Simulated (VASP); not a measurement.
Input:

```xyz
1
Lattice="0.0000 2.6491 2.6491 2.6491 0.0000 2.6491 2.6491 2.6491 0.0000" Properties=species:S:1:pos:R:3 pbc="T T T"
Yb     0.0000     0.0000     0.0000
```

All values below come from PBE GGA with D3 dispersion (zero damping), VASP's PBE PAW potentials (set 64) (plane waves; VASP 6.6.1). Run with 520 eV cut-off, 9×9×9 Γ-centred mesh, Gaussian smearing of 0.050 eV, potentials Yb_2.

The 4f electrons are frozen in the core of the lanthanide potential, so 4f levels, which can set the real gap, and their magnetism are missing.

**Question.** Estimate the energy per atom (σ→0).

**Answer.** 
The energy per atom (σ→0) comes out as -1.718 eV/atom.

The absolute energy has meaning only against runs of the same code, potentials and settings.

The compound is Yb in the fcc structure. It was relaxed first, which changed the volume by -10 %.
